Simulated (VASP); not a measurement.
# SnTeS4 (I-4) in VASP: further runs

Runs on SnTeS4. Level: PBE. Tasks: relaxation of cell and atoms.

Program: VASP 6.6.1. These are calculated values, not measurements. Logs are shortened: lines on timing, memory, paths and dates and some standing lists are left out, and cuts for length are marked.

## (1) The structure

It takes space group I-4 (No. 82, tetragonal). Conventional cell: a = 5.800 Å, b = 5.800 Å, c = 8.900 Å, α = 90.00°, β = 90.00°, γ = 90.00°. Sn (site symmetry -4) is surrounded by 4 S at 2.38 Å. Te (site symmetry -4) is surrounded by 4 S at 2.37 Å. S (site symmetry 1) is surrounded by 1 Te at 2.37 Å and 1 Sn at 2.38 Å.

The cell was built by a generator and needn't be a form met in nature.

## (2) Relaxation of cell and atoms, PBE

Contents of INCAR:

```
PREC = Normal ; ENCUT = 520
EDIFF = 1E-4 ; ISMEAR = 0
SIGMA = 0.15 ; LREAL = F
LASPH = T ; NELM = 60
ALGO = Fast ; ISIF = 3
LWAVE = F ; LCHARG = F
GGA = PE ; IBRION = 2
NSW = 24 ; EDIFFG = -0.08
```

Contents of KPOINTS:

```
regular mesh
0
Gamma
  4 4 4
```

Contents of POSCAR:

```
SnTeS4
1.0
   -2.9000000000      2.9000000000      4.4500000000
    2.9000000000     -2.9000000000      4.4500000000
    2.9000000000      2.9000000000     -4.4500000000
Sn Te S
1 1 4
Direct
    0.2500000000      0.7500000000      0.5000000000
    0.0000000000      0.0000000000      0.0000000000
    0.0900000000      0.1200000000      0.4900000000
    0.4000000000      0.9100000000      0.0300000000
    0.6300000000      0.6000000000      0.5100000000
    0.8800000000      0.3700000000      0.9700000000
```

Potentials or basis: VASP PAW PBE potentials, release 64 (Sn_d, Te, S).

On the command line:

```
> cat potpaw_PBE.64/Sn_d/POTCAR potpaw_PBE.64/Te/POTCAR potpaw_PBE.64/S/POTCAR > POTCAR
> mpirun -np 1 vasp_std > vasp.out
```

OUTCAR:

```text
PREC = Normal
   ENCUT = 520
   EDIFF = 1E-4
   ISMEAR = 0
   LREAL = F
   LASPH = T
   NELM = 60
   ISIF = 3
   GGA = PE
   IBRION = 2
   NSW = 24
   EDIFFG = -0.08

 ion  position               nearest neighbor table
   1  0.250  0.750  0.500-   3 2.38   6 2.38   5 2.38   4 2.38   2 3.66   2 3.66   2 3.66   2 3.66

   2  0.000  0.000  0.000-   6 2.37   5 2.37   4 2.37   3 2.37   1 3.66   1 3.66   1 3.66   1 3.66

   3  0.090  0.120  0.490-   2 2.37   1 2.38
   4  0.400  0.910  0.030-   2 2.37   1 2.38
   5  0.630  0.600  0.510-   2 2.37   1 2.38
   6  0.880  0.370  0.970-   2 2.37   1 2.38

  LATTYP: Found a body centered tetragonal cell.
 ALAT       =     5.8000000000
 C/A-ratio  =     1.5344827586

  Lattice vectors:

 A1 = (  -2.9000000000,   2.9000000000,   4.4500000000)
 A2 = (   2.9000000000,  -2.9000000000,   4.4500000000)
 A3 = (   2.9000000000,   2.9000000000,  -4.4500000000)

Analysis of symmetry for initial positions (statically):
=====================================================================
 Subroutine PRICEL returns:
 Original cell was already a primitive cell.

 Routine SETGRP: Setting up the symmetry group for a
 body centered tetragonal supercell.

 Subroutine GETGRP returns: Found  4 space group operations
 (whereof  4 operations were pure point group operations)
 out of a pool of 16 trial point group operations.

The static configuration has the point symmetry S_4 .

Analysis of symmetry for dynamics (positions and initial velocities):
=====================================================================
 Subroutine PRICEL returns:
 Original cell was already a primitive cell.

 Routine SETGRP: Setting up the symmetry group for a
 body centered tetragonal supercell.

 Subroutine GETGRP returns: Found  4 space group operations
 (whereof  4 operations were pure point group operations)
 out of a pool of 16 trial point group operations.

The dynamic configuration has the point symmetry S_4 .

 Subroutine INISYM returns: Found  4 space group operations
 (whereof  4 operations are pure point group operations),
 and found     1 'primitive' translations

----------------------------------------------------------------------------------------

                                     Primitive cell

  volume of cell :     149.6980

  direct lattice vectors                    reciprocal lattice vectors
    -2.900000000  2.900000000  4.450000000     0.000000000  0.172413793  0.112359551
     2.900000000 -2.900000000  4.450000000     0.172413793  0.000000000  0.112359551
     2.900000000  2.900000000 -4.450000000     0.172413793  0.172413793  0.000000000

  length of vectors
     6.051652667  6.051652667  6.051652667     0.205794035  0.205794035  0.243829925

  position of ions in fractional coordinates (direct lattice)
     0.250000000  0.750000000  0.500000000
     0.000000000  0.000000000  0.000000000
     0.090000000  0.120000000  0.490000000
     0.400000000  0.910000000  0.030000000
     0.630000000  0.600000000  0.510000000
     0.880000000  0.370000000  0.970000000

  ion indices of the primitive-cell ions
   primitive index   ion index
                 1           1
                 2           2
                 3           3
                 4           4
                 5           5
                 6           6

----------------------------------------------------------------------------------------

 KPOINTS: regular mesh

Automatic generation of k-mesh.
 Grid dimensions read from file:
 generate k-points for:    4    4    4

 Generating k-lattice:

  Cartesian coordinates                     Fractional coordinates (reciprocal lattice)
     0.000000000  0.043103448  0.028089888     0.250000000  0.000000000 -0.000000000
     0.043103448  0.000000000  0.028089888     0.000000000  0.250000000 -0.000000000
     0.043103448  0.043103448  0.000000000     0.000000000  0.000000000  0.250000000

  Length of vectors
     0.051448509  0.051448509  0.060957481

  Shift w.r.t. Gamma in fractional coordinates (k-lattice)
     0.000000000  0.000000000  0.000000000

 Subroutine IBZKPT returns following result:
 ===========================================

 Found     14 irreducible k-points:

 Following reciprocal coordinates:
            Coordinates               Weight
  0.000000  0.000000  0.000000      1.000000
  0.250000 -0.000000  0.000000      8.000000
  0.500000 -0.000000  0.000000      4.000000
  0.250000  0.250000  0.000000      8.000000
  0.500000  0.250000  0.000000      8.000000
 -0.250000  0.500000  0.000000      8.000000
 -0.250000  0.250000  0.000000      4.000000
  0.500000  0.500000  0.000000      2.000000
  0.250000  0.250000  0.250000      2.000000
 -0.250000  0.250000  0.250000      4.000000
  0.500000  0.500000  0.250000      4.000000
 -0.250000  0.500000  0.250000      8.000000
 -0.250000 -0.250000  0.250000      2.000000
  0.500000  0.500000  0.500000      1.000000
   k-points           NKPTS =     14   k-points in BZ     NKDIM =     14   number of bands    NBANDS=     26
   number of dos      NEDOS =    301   number of ions     NIONS =      6
   total plane-waves  NPLWV =  46656
   dimension x,y,z NGX =    36 NGY =   36 NGZ =   36
   dimension x,y,z NGXF=    72 NGYF=   72 NGZF=   72
   ions per type =               1   1   4
   NGX,Y,Z   is equivalent  to a cutoff of   9.89,  9.89,  9.89 a.u.
   NGXF,Y,Z  is equivalent  to a cutoff of  19.78, 19.78, 19.78 a.u.
 SYSTEM =  unknown system
   PREC   = normal    normal or accurate (medium, high low for compatibility)
   ISTART =      0    job   : 0-new  1-cont  2-samecut
   ICHARG =      2    charge: 1-file 2-atom 10-const
   ISPIN  =      1    spin polarized calculation?
   LNONCOLLINEAR =      F non collinear calculations
   LSORBIT =      F    spin-orbit coupling
   LASPH  =      T    aspherical Exc in radial PAW
   ENCUT  =  520.0 eV  38.22 Ry    6.18 a.u.  11.25 11.25 11.25*2*pi/ulx,y,z
   NELM   =     60;   NELMIN=  2; NELMDL= -5     # of ELM steps
   EDIFF  = 0.1E-03   stopping-criterion for ELM
   LREAL  =      F    real-space projection
   EDIFFG = -.8E-01   stopping-criterion for IOM
   NSW    =     24    number of steps for IOM
   IBRION =      2    ionic relax: 0-MD 1-quasi-New 2-CG
   NFREE  =      1    steps in history (QN), initial steepest desc. (CG)
   ISIF   =      3    stress and relaxation
   ISYM   =      2    0-nonsym 1-usesym 2-fastsym
   POTIM  = 0.5000    time-step for ionic-motion
   TEBEG  =    0.0;   TEEND  =   0.0 temperature during run
   PSTRESS=    0.0 pullay stress
   NELECT =      44.0000    total number of electrons
   NUPDOWN=      -1.0000    fix difference up-down
   EMIN   =  10.00;   EMAX   =-10.00  energy-range for DOS
   EFERMI =   0.00;   METHOD = LEGACY
   ISMEAR =     0;   SIGMA  =   0.15  broadening in eV -4-tet -1-fermi 0-gaus
   EFERMI_NEDOS =   21; number of points for ismear=-14 and -15
   IALGO  =     68    algorithm
   IMIX   =      4    mixing-type and parameters
     AMIX     =   0.40;   BMIX     =  1.00
     AMIX_MAG =   1.60;   BMIX_MAG =  1.00
  volume/ion in A,a.u.               =      24.95       168.37
  Fermi-wavevector in a.u.,A,eV,Ry     =   1.088480  2.056929 16.120024  1.184788
  Thomas-Fermi vector in A             =   2.224662
   LORBIT       =      0    0 simple, 1 ext, 2 COOP (PROOUT), +10 PAW based schemes
   GGA     = PE    functional components
   LHFCALC =     F    Hartree Fock is set to
   AEXX    =    0.0000 exact exchange contribution
   IVDW    =     0    specifies the selected vdW correction
   LEPSILON=     F    determine dielectric tensor
   LRPA    =     F    only Hartree local field effects (RPA)
 conjugate gradient relaxation of ions
 non-spin polarized calculation
 RMM-DIIS sequential band-by-band and
 Gauss-broadening in eV      SIGMA  =   0.15
  energy-cutoff  :      520.00
  volume of cell :      149.70
 maximum number of plane-waves:      4060
   NGX = 23   NGY = 23   NGZ = 23

--------------------------------------- Ionic step        1  -------------------------------------------

 number of electron      44.0000027 magnetization

 Free energy of the ion-electron system (eV)
  ---------------------------------------------------
  ext. energy  EPLUGINS =         0.00000000
  ---------------------------------------------------
  free energy    TOTEN  =       -21.43398287 eV

  energy without entropy =      -21.42907715  energy(sigma->0) =      -21.43153001

 E-fermi :   5.8063     XC(G=0):  -9.1068

 val. band max:        5.6480542706   @ k =  -0.2500   0.2500   0.0000
 cond. band min:       5.9078684528   @ k =   0.0000   0.0000   0.0000
 fundamental gap:      0.2598141822
 Fermi energy:         5.8063033212

 k-point     1 :       0.0000    0.0000    0.0000
  band No.  band energies     occupation
      1     -17.2063      2.00000
      2     -17.1704      2.00000
      3     -17.1704      2.00000
      4     -17.1372      2.00000
      5     -17.0476      2.00000
      6     -10.8179      2.00000
[... 508 lines left out ...]
  FREE ENERGIE OF THE ION-ELECTRON SYSTEM (eV)
  ---------------------------------------------------
  free  energy   TOTEN  =       -22.6339776370 eV

  energy  without entropy=      -22.6335729530  energy(sigma->0) =      -22.63377530

[... ionic steps 4 to 16 ...]

--------------------------------------- Ionic step       17  -------------------------------------------

 number of electron      43.9999967 magnetization

------------------------ aborting loop because EDIFF is reached ----------------------------------------

  FORCE on cell =-STRESS in cart. coord.  units (eV):
  Direction    XX          YY          ZZ          XY          YZ          ZX
  --------------------------------------------------------------------------------------
  -------------------------------------------------------------------------------------
  Total        0.2373949      0.2373949     -0.2209946      0.0000003     -0.0000000      0.0000000
  in kB        1.8936043      1.8936043     -1.7627858      0.0000025     -0.0000000      0.0000000
  external PRESSURE =       0.6748076 kB  Pullay stress =       0.0000000 kB
[... 65 lines left out ...]
  energy  without entropy=      -23.0844603833  energy(sigma->0) =      -23.08446038

--------------------------------------- Ionic step       19  -------------------------------------------

 number of electron      43.9999967 magnetization

 Free energy of the ion-electron system (eV)
  ---------------------------------------------------
  ext. energy  EPLUGINS =         0.00000000
  ---------------------------------------------------
  free energy    TOTEN  =       -23.08443129 eV

  energy without entropy =      -23.08443129  energy(sigma->0) =      -23.08443129

 E-fermi :   2.4795     XC(G=0):  -7.7031

 val. band max:        1.8099629137   @ k =  -0.2500   0.2500   0.0000
 cond. band min:       3.1118891575   @ k =   0.0000   0.0000   0.0000
 fundamental gap:      1.3019262438
 Fermi energy:         2.4794904845

 k-point     1 :       0.0000    0.0000    0.0000
  band No.  band energies     occupation
      1     -19.7098      2.00000
      2     -19.6952      2.00000
      3     -19.6952      2.00000
      4     -19.6159      2.00000
      5     -19.6096      2.00000
      6     -12.1017      2.00000
[... 428 lines left out ...]
  FREE ENERGIE OF THE ION-ELECTRON SYSTEM (eV)
  ---------------------------------------------------
  free  energy   TOTEN  =       -23.0844312851 eV

  energy  without entropy=      -23.0844312851  energy(sigma->0) =      -23.08443129

 reached required accuracy - stopping structural energy minimisation
```

Wall time 7.9 min (1 thread of Intel Xeon Platinum 8488C (Sapphire Rapids), shared host); peak memory 0.25 GiB.

What came out:

```
Free energy                            : -23.0844 eV
Relaxed volume                         : 33.65 Å³/atom
Relaxed cell                           : a = 6.812 Å, b = 6.812 Å, c = 6.812 Å, α = 125.54°, β = 125.54°, γ = 80.65°
Space group after relaxing (to 0.05 Å) : I-4 (No. 82)
Energy gained by relaxing              : 275.1 meV/atom
Ionic steps                            : 19
Pressure after relaxing                : -0.1 GPa
Largest force after relaxing           : 0.066 eV/Å
Band gap on the k mesh                 : 1.30 eV, indirect (least direct gap 1.50 eV)
```

Forces on the atoms (eV/Å):
```
Sn   0.000  0.000  0.000
Te   0.000  0.000  0.000
S    0.024  0.008  0.061
S   -0.008  0.024 -0.061
S   -0.024 -0.008  0.061
S    0.008 -0.024 -0.061
```

Step by step:
| step | energy change (eV) | largest force (eV/Å) | pressure (GPa) | volume (Å³) |
| --- | --- | --- | --- | --- |
| 1 | 0.0000 | 2.3968 | 13.77 | 149.70 |
| 2 | -0.4480 | 1.6257 | -6.12 | 201.08 |
| 3 | -1.2000 | 0.8439 | -0.41 | 174.91 |
| 4 | -1.2009 | 0.8295 | -0.03 | 174.19 |
| 5 | -1.3150 | 0.5895 | 0.16 | 175.41 |
| 6 | -1.4107 | 0.3933 | 0.83 | 177.62 |
| 7 | -1.4656 | 0.4216 | -0.18 | 183.05 |
| 8 | -1.4865 | 0.4542 | -0.64 | 186.35 |
| 9 | -1.5035 | 0.5313 | -1.58 | 193.06 |
| 10 | -1.5233 | 0.5017 | -1.37 | 193.93 |
| 11 | -1.5735 | 0.3910 | -1.16 | 196.56 |
| 12 | -1.6339 | 0.1940 | -0.80 | 201.84 |
| 13 | -1.5964 | 0.1872 | -0.18 | 212.48 |
| 14 | -1.6453 | 0.0833 | -0.55 | 204.90 |
| 15 | -1.6499 | 0.0593 | -0.26 | 202.59 |
| 16 | -1.6498 | 0.1109 | 0.14 | 200.20 |
| 17 | -1.6504 | 0.0884 | 0.07 | 200.86 |
| 18 | -1.6505 | 0.0814 | 0.05 | 201.15 |
| 19 | -1.6504 | 0.0660 | -0.11 | 201.87 |

Final structure:
```
Sn Te S
1.0
    -3.11725    3.11725    5.19361
     3.11725   -3.11725    5.19361
     3.11725    3.11725   -5.19361
Sn Te S
1 1 4
Direct
  0.25000 0.75000 0.50000
  0.00000 0.00000 0.00000
  0.14104 0.10910 0.50350
  0.36246 0.85896 0.96806
  0.60560 0.63754 0.49650
  0.89090 0.39440 0.03194
```

Levels at points of the mesh, in eV from the valence-band top:
```csv
k point,band 18,band 19,band 20,band 21,band 22,band 23,band 24,band 25,band 26
"(0.00, 0.00, 0.00)",-1.72,-0.99,-0.99,-0.83,-0.20,1.30,2.10,2.10,2.13
"(0.50, 0.00, 0.00)",-1.41,-1.32,-1.13,-0.89,-0.04,1.55,1.73,1.85,2.94
"(0.50, 0.50, 0.00)",-1.24,-1.23,-0.91,-0.88,-0.23,1.42,1.46,2.02,3.16
"(0.50, 0.50, 0.50)",-1.90,-1.83,-0.94,-0.94,-0.39,1.52,1.52,1.61,2.19
```

Caveat: the volume moved by over 15 % at a fixed basis, so the end points are rough; spin-orbit coupling is left out, which moves the levels of the heavy elements; the relaxation stopped at a loose force limit of 0.08 eV/Å, so its end isn't a converged minimum. A k mesh can miss the band edges.

## (3) Relaxation of cell and atoms, PBE

This run uses another cell than the first one, of 25.56 Å³/atom, 1.024 times its volume.

INCAR is that of step 2.

KPOINTS is that of step 2.

Contents of POSCAR:

```
SnTeS4
1.0
   -2.7118167700      3.1166990400      4.5361405500
    2.7118167700     -3.1166990400      4.5361405500
    2.7118167700      3.1166990400     -4.5361405500
Sn Te S
1 1 4
Direct
    0.5000000000      0.5000000000      0.0000000000
    0.0000000000      0.0000000000      0.0000000000
    0.7186823900      0.2186823900      0.5000000000
    0.2813176100      0.7813176100      0.5000000000
    0.0000000000      0.5000000000      0.5000000000
    0.5000000000      0.0000000000      0.5000000000
```

Potentials or basis: VASP PAW PBE potentials, release 64 (Sn_d, Te, S).

On the command line:

```
> cat potpaw_PBE.64/Sn_d/POTCAR potpaw_PBE.64/Te/POTCAR potpaw_PBE.64/S/POTCAR > POTCAR
> mpirun -np 1 vasp_std > vasp.out
```

It took 4.2 min on 1 thread of Intel Xeon Platinum 8488C (Sapphire Rapids), shared host; peak memory 0.25 GiB.

Results (log left out):

```
Free energy                            : -21.0263 eV
Relaxed volume                         : 24.88 Å³/atom
Relaxed cell                           : a = 6.168 Å, b = 6.168 Å, c = 6.168 Å, α = 125.78°, β = 125.65°, γ = 80.36°
Space group after relaxing (to 0.05 Å) : I4/mmm (No. 139)
Energy gained by relaxing              : 199.7 meV/atom
Ionic steps                            : 10
Pressure after relaxing                : -0.1 GPa
Largest force after relaxing           : 0.030 eV/Å
Band gap on the k mesh                 : none (metal or under the smearing width)
```

Forces on the atoms (eV/Å):
```
Sn   0.000  0.000  0.000
Te   0.000  0.000  0.000
S    0.000  0.000  0.030
S    0.000  0.000 -0.030
S    0.000  0.000  0.000
S    0.000  0.000  0.000
```

Stress tensor (GPa, compression positive):
```
 0.17  0.00  0.00
 0.00 -0.08  0.00
 0.00  0.00 -0.33
```

Step by step:
```tsv
step	energy change (eV)	largest force (eV/Å)	pressure (GPa)	volume (Å³)
1	0.0000	2.9665	3.88	153.36
2	-0.7447	0.3066	-3.51	167.00
3	-0.7628	0.5178	-2.91	164.81
4	-1.0640	0.4484	-1.75	156.33
5	-1.1528	0.3420	-0.25	150.00
6	-1.1801	0.3255	0.21	148.60
7	-1.1804	0.3087	0.47	148.36
8	-1.1939	0.1363	-0.03	149.42
9	-1.1952	0.0640	-0.15	149.81
10	-1.1985	0.0302	-0.08	149.28
```

Final structure:
```cif
data_structure
_symmetry_space_group_name_H-M 'P 1'
_symmetry_Int_Tables_number 1
_cell_length_a 6.1683
_cell_length_b 6.1683
_cell_length_c 6.1683
_cell_angle_alpha 125.778
_cell_angle_beta 125.647
_cell_angle_gamma 80.360
_cell_volume 149.28
loop_
_atom_site_label
_atom_site_type_symbol
_atom_site_fract_x
_atom_site_fract_y
_atom_site_fract_z
_atom_site_occupancy
Sn1 Sn 0.50000 0.50000 0.00000 1
Te1 Te 0.00000 0.00000 0.00000 1
S1 S 0.74927 0.24927 0.50000 1
S2 S 0.25073 0.75073 0.50000 1
S3 S 0.00000 0.50000 0.50000 1
S4 S 0.50000 0.00000 0.50000 1
```

Levels at points of the mesh, in eV from the Fermi level:
```
           k point  band 20  band 21  band 22  band 23  band 24  band 25
(0.00, 0.00, 0.00)    -0.85    -0.38     0.15     0.16     1.48     3.25
(0.50, 0.00, 0.00)    -1.13    -1.03    -0.33     0.44     1.73     1.97
(0.00, 0.50, 0.00)    -1.10    -1.06    -0.33     0.45     1.73     1.99
(0.50, 0.50, 0.00)    -0.92    -0.81    -0.49    -0.28    -0.10     0.47
(0.50, 0.50, 0.50)    -0.83    -0.83    -0.60    -0.52     1.44     3.28
```

Caveat: the k mesh is coarse (spacing up to 0.38 Å⁻¹), so the values aren't converged; the relaxation stopped at a loose force limit of 0.08 eV/Å, so its end isn't a converged minimum.
